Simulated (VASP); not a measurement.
An input for Ansatz (written as the equivalent of a VASP run, and not itself run):

Ansatz 0.2 input:
```yaml
crystal:
  lattice:
    - [0.0000000, 2.7577953, 2.7577953]
    - [2.7577953, 0.0000000, 2.7577953]
    - [2.7577953, 2.7577953, 0.0000000]
  atoms:
    - { symbol: Ge, position: [0.0000000, 0.0000000, 0.0000000] }
    - { symbol: Se, position: [0.5000000, 0.5000000, 0.5000000] }
kpoints:
  mp_grid: { grid: [9, 9, 9] }
hamiltonian:
  xc: lda
  pseudopotentials: { kind: paw }
scf:
  occupations: { method: tetrahedron }
  max_iter: 100
output: { forces: true, stress: true, eigenvalues: true }
```

**Question.** Translate this input to VASP (INCAR, KPOINTS, POSCAR, choice of POTCAR).

**Answer.** One answer among several that fit: 
File POSCAR:
```
GeSe
1
    0.0000000000     2.7577952995     2.7577952995
    2.7577952995    -0.0000000000     2.7577952995
    2.7577952995     2.7577952995    -0.0000000000
Ge Se
1 1
Direct
  0.0000000000   0.0000000000   0.0000000000
  0.5000000000   0.5000000000   0.5000000000
```

KPOINTS:
```
Automatic mesh
0
Gamma
9 9 9
0 0 0
```

**INCAR**
```
ALGO  =  Normal
EDIFF  =  1E-7
ENCUT  =  400
ISIF  =  2
ISMEAR  =  -5
LASPH  =  .TRUE.
LCHARG  =  .TRUE.
LMAXMIX  =  4
LORBIT  =  11
LREAL  =  .FALSE.
LWAVE  =  .FALSE.
NEDOS  =  601
NELM  =  100
PREC  =  Accurate
SYSTEM  =  GeSe
```

POTCAR, in this order: Ge_d Se (LDA.64 set). Program: vasp_std.

The two are equivalent in intent, not identical: each code has its own PAW files, so the cut-off isn't converted (ENCUT is set for VASP's; basis.ecutwfc is left out, and Ansatz then takes the one that its files recommend); Ansatz stops its SCF on the density residual and VASP on the energy change (EDIFF); Ansatz's lda is the Perdew-Wang form, while the LDA potentials of VASP carry Perdew-Zunger's.

The structure comes from a computed database's GeSe entry (Fm-3m); how it stands against other phases isn't given here. It was relaxed first, which changed the volume by -5 %.
